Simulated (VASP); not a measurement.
A run of VASP 6.6.1 is set up as follows.

Contents of INCAR:

```
SYSTEM = GaBiSe3
PREC     = Normal         ! precision mode
ENCUT    = 520            ! plane-wave cutoff, eV
EDIFF    = 1E-4           ! SCF threshold, eV
ISMEAR   = 0              ! smearing method
SIGMA    = 0.15           ! smearing width, eV
LREAL    = .FALSE.        ! projectors in reciprocal space
LASPH    = .TRUE.         ! aspherical terms in the spheres
NELM     = 60             ! most SCF steps
ALGO     = Fast           ! electronic algorithm
ISIF     = 3              ! what is computed and relaxed
LWAVE    = .FALSE.        ! write WAVECAR
LCHARG   = .FALSE.        ! write CHGCAR
GGA      = PE             ! functional
IBRION   = 2              ! ionic algorithm
NSW      = 24             ! ionic steps
EDIFFG   = -0.08          ! ionic threshold
```

KPOINTS

```
regular mesh
0
G
  4 4 4
  0 0 0
```

POSCAR

```
GaBiSe3
1.0
   -2.6427767800      3.2373689100      3.8980214100
    2.6427767800     -3.2373689100      3.8980214100
    2.6427767800      3.2373689100     -3.8980214100
Ga Bi Se
1 1 3
Direct
    0.5000000000      0.5000000000      0.0000000000
    0.5000000000      0.0000000000      0.5000000000
    0.0000000000      0.5000000000      0.5000000000
    0.7618161500      0.7618161500      0.0000000000
    0.2381838500      0.2381838500      0.0000000000
```

Potentials or basis: VASP PAW PBE potentials, release 64 (Ga_d, Bi_d, Se).

Run with:

```console
$ cat potpaw_PBE.64/Ga_d/POTCAR potpaw_PBE.64/Bi_d/POTCAR potpaw_PBE.64/Se/POTCAR > POTCAR
$ mpirun -np 1 vasp_std > vasp.out
```

Problem. Estimate the band gap on the k mesh.

Solution. None (metal or under the smearing width).

Problem. What does it give for the relaxed cell?

Solution. a = 5.672 Å, b = 5.672 Å, c = 5.672 Å, α = 118.39°, β = 125.57°, γ = 86.72°.

Stress tensor (GPa, compression positive):
```
-0.21  0.00  0.00
 0.00  0.03  0.00
 0.00  0.00 -0.17
```

Caveat: the k mesh is coarse (spacing up to 0.38 Å⁻¹), so the values aren't converged; spin-orbit coupling is left out, which moves the levels of the heavy elements.
